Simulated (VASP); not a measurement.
Method: PBEsol GGA, VASP's PBE PAW potentials (set 64) (plane waves; VASP).

The input files of a VASP run:

File KPOINTS:
```
k-points along high-symmetry lines
8
Line-mode
Reciprocal
  0.000000   0.000000   0.000000 ! GAMMA
 -0.500000  -0.500000   0.000000 ! Y

 -0.500000  -0.500000   0.000000 ! Y
 -0.625000  -0.375000   0.000000 ! C_0

 -0.375000   0.375000   0.000000 ! SIGMA_0
  0.000000   0.000000   0.000000 ! GAMMA

  0.000000   0.000000   0.000000 ! GAMMA
  0.500000   0.500000   0.500000 ! Z

  0.500000   0.500000   0.500000 ! Z
  0.125000   0.875000   0.500000 ! A_0

 -0.125000   0.125000   0.500000 ! E_0
  0.000000   0.000000   0.500000 ! T

  0.000000   0.000000   0.500000 ! T
 -0.500000  -0.500000   0.000000 ! Y

  0.000000   0.000000   0.000000 ! GAMMA
 -0.500000   0.000000   0.000000 ! S

 -0.500000   0.000000   0.000000 ! S
  0.000000   0.500000   0.500000 ! R

  0.000000   0.500000   0.500000 ! R
  0.500000   0.500000   0.500000 ! Z

  0.500000   0.500000   0.500000 ! Z
  0.000000   0.000000   0.500000 ! T
```

**POSCAR**
```
Cd3MgTe4
1
    0.0035837407     6.4719723926     6.4657474065
    6.4719723926     0.0035837407     6.4657474065
    3.2377780667     3.2377780667     0.0000000000
Mg Te Cd
1 4 3
Direct
  0.0004874105   0.0004874105   0.9990251790
  0.1230598631   0.1230598631   0.2538802738
  0.1240477819   0.6277967209   0.2481554972
  0.6277967209   0.1240477819   0.2481554972
  0.6250002003   0.6250002003   0.2499995995
  0.0006904103   0.4992974921   0.0000120976
  0.4992974921   0.0006904103   0.0000120976
  0.4996201209   0.4996201209   0.0007597582
```

INCAR:
```
LORBIT = 11   # lm-projected
ISMEAR = 0   # Gaussian
SIGMA = 0.05   # width (eV)
GGA = PS
NELM = 100   # most electronic steps
LMAXMIX = 4   # l cut-off of mixed one-centre charges
ICHARG = 11   # fixed density
EDIFF = 1E-7   # SCF stop (eV)
LREAL = .False.
LASPH = .True.   # aspherical one-centre terms
LWAVE = .False.
LCHARG = .False.
ALGO = Normal   # blocked Davidson
PREC = Accurate
ENCUT = 400
SYSTEM = Cd3MgTe4
```

POTCAR, in this order: Mg Te Cd (PBE.64 set). Program: vasp_std. Read from the step before: CHGCAR.

Output

File OSZICAR:
```
       N       E                     dE             d eps       ncg     rms          rms(c)
DAV:   1     0.334537329304E+03    0.33454E+03   -0.23349E+04  6568   0.115E+03
DAV:   2    -0.268174145724E+01   -0.33722E+03   -0.32885E+03  7673   0.289E+02
DAV:   3    -0.220972249968E+02   -0.19415E+02   -0.19256E+02  7519   0.698E+01
DAV:   4    -0.224419931238E+02   -0.34477E+00   -0.34438E+00  8081   0.834E+00
DAV:   5    -0.224464604832E+02   -0.44674E-02   -0.44671E-02  7602   0.100E+00
DAV:   6    -0.224465735339E+02   -0.11305E-03   -0.11305E-03  8244   0.146E-01
DAV:   7    -0.224465771996E+02   -0.36657E-05   -0.36657E-05  7639   0.237E-02
DAV:   8    -0.224465773610E+02   -0.16136E-06   -0.16140E-06  7000   0.447E-03
DAV:   9    -0.224465773689E+02   -0.79181E-08   -0.78864E-08  5498   0.104E-03
   1 F= -.22446577E+02 E0= -.22446577E+02  d E =-.330853E-13
```

**OUTCAR**
```
 val. band max:        2.1517340612   @ k =   0.0000   0.0000   0.0000

 cond. band min:       3.1410784599   @ k =   0.0000   0.0000   0.0000



 k-point     1 :       0.0000    0.0000    0.0000
  band No.  band energies     occupation
      1      -8.8591      2.00000
      2      -8.4525      2.00000
      3      -8.3933      2.00000
      4      -8.2171      2.00000
      5      -5.9560      2.00000
      6      -5.9466      2.00000
      7      -5.9452      2.00000
      8      -5.9031      2.00000
      9      -5.8661      2.00000
     10      -5.8451      2.00000
     11      -5.7975      2.00000
     12      -5.7174      2.00000
     13      -5.7154      2.00000
     14      -5.7134      2.00000
     15      -5.7101      2.00000
     16      -5.6876      2.00000
     17      -5.5405      2.00000
     18      -5.5257      2.00000
     19      -5.2911      2.00000
     20      -2.1848      2.00000
     21      -2.1391      2.00000
     22      -1.7028      2.00000
     23       0.3944      2.00000
     24       0.4039      2.00000
     25       1.3368      2.00000
     26       1.3612      2.00000
     27       1.4573      2.00000
     28       1.4872      2.00000
     29       2.1315      2.00000
     30       2.1344      2.00000
     31       2.1517      2.00000
     32       3.1411      0.00000
     33       3.9920      0.00000
     34       4.3402      0.00000
     35       4.6893      0.00000
     36       5.1142      0.00000
     37       6.8847      0.00000

 k-point     2 :      -0.0714   -0.0714    0.0000
  band No.  band energies     occupation
      1      -8.8522      2.00000
      2      -8.4536      2.00000
      3      -8.3937      2.00000
      4      -8.2231      2.00000
      5      -5.9545      2.00000
      6      -5.9441      2.00000
      7      -5.9438      2.00000
      8      -5.9025      2.00000
      9      -5.8667      2.00000
     10      -5.8462      2.00000
     11      -5.7967      2.00000
     12      -5.7181      2.00000
...
```

The density is held fixed in this step, so its total energy and stress have no physical meaning. Unless said otherwise, spin-orbit coupling is left out, though it shifts the bands of the heavy elements here.

The structure was generated: Cd3MgTe4 was put into an ordered model structure (Amm2), which need not be its known phase. It was relaxed first.
